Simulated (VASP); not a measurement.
Given:

```
CELL_PARAMETERS angstrom
     -2.83561     2.83561     5.70309
      2.83561    -2.83561     5.70309
      2.83561     2.83561    -5.70309
ATOMIC_POSITIONS crystal
  Sn 0.50000 0.50000 0.00000
  Se 0.62477 0.62477 0.52019
  Se 0.37523 0.89542 0.00000
  Se 0.10458 0.10458 0.47981
  Se 0.89542 0.37523 0.00000
  Cu 0.75000 0.25000 0.50000
  Cu 0.25000 0.75000 0.50000
  Zn 0.00000 0.00000 0.00000
```

The numbers are results of PBE GGA with D3 dispersion (Becke-Johnson damping), VASP's PBE PAW potentials (set 64) (plane waves; VASP 6.6.1), not measurements. Run with 400 eV cut-off, 9×9×9 Γ-centred mesh, tetrahedra with Blöchl corrections, potentials Sn_d Se Cu Zn.

The cores are frozen, which limits the accuracy of field gradients.

Q: Give the principal components of the electric field gradient (V/Å²) and the asymmetry η at each nucleus.

A: 
```json
[
 {"atom": "Sn1", "Vxx": "-4.0", "Vyy": "-4.0", "Vzz": "7.9", "η": "0.00"},
 {"atom": "Se2", "Vxx": "-164.5", "Vyy": "-65.0", "Vzz": "229.5", "η": "0.43"},
 {"atom": "Se3", "Vxx": "-164.5", "Vyy": "-65.0", "Vzz": "229.5", "η": "0.43"},
 {"atom": "Se4", "Vxx": "-164.5", "Vyy": "-65.0", "Vzz": "229.5", "η": "0.43"},
 {"atom": "Se5", "Vxx": "-164.5", "Vyy": "-65.0", "Vzz": "229.5", "η": "0.43"},
 {"atom": "Cu6", "Vxx": "5.0", "Vyy": "5.0", "Vzz": "-10.0", "η": "0.00"},
 {"atom": "Cu7", "Vxx": "5.0", "Vyy": "5.0", "Vzz": "-10.0", "η": "0.00"},
 {"atom": "Zn8", "Vxx": "1.6", "Vyy": "1.6", "Vzz": "-3.3", "η": "0.00"}
]
```

The structure comes from a measured ZnCu2SnSe4 entry (I-42m) of the Crystallography Open Database, whose conditions weren't checked. It was relaxed first.
